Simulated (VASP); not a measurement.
Pd8CO, 10 atoms in the cell. The cell holds a slab with vacuum, 10 atoms: a = 5.572 Å, b = 2.786 Å, c = 26.974 Å, α = 90.00°, β = 90.00°, γ = 120.00°. 

```yaml
Program: VASP 6.6.1
Task: single point
Functional: PBE
Potentials_or_basis: VASP PAW PBE potentials, release 64 (Pd, C, O)
Cutoff: 450 eV
k_mesh: 6 × 12 × 1
Occupations: methfessel-paxton, width 0.1 eV
Spin: no spin polarisation
Dipole_correction: yes
Atoms_held_fixed_from_0: "[0, 1, 2, 3]"
Further_INCAR_settings: PREC = Normal; LREAL = Auto; ALGO = Normal; EDIFF = 1e-07
```

Potentials or basis: VASP PAW PBE potentials, release 64 (Pd, C, O).

The run is started by

```sh
$ cat potpaw_PBE.64/Pd/POTCAR potpaw_PBE.64/C/POTCAR potpaw_PBE.64/O/POTCAR > POTCAR
$ mpirun -np 4 vasp_std > vasp.out
```

Hardware: 4 MPI ranks on Intel(R) Xeon(R) 6975P-C (Granite Rapids), with other jobs on the host.

Estimate the wall time of this run.

It took 69 s on 4 MPI ranks on Intel(R) Xeon(R) 6975P-C (Granite Rapids) (shared host), peak memory 0.41 GiB a rank. Counts: scf iterations 37, k points 25.
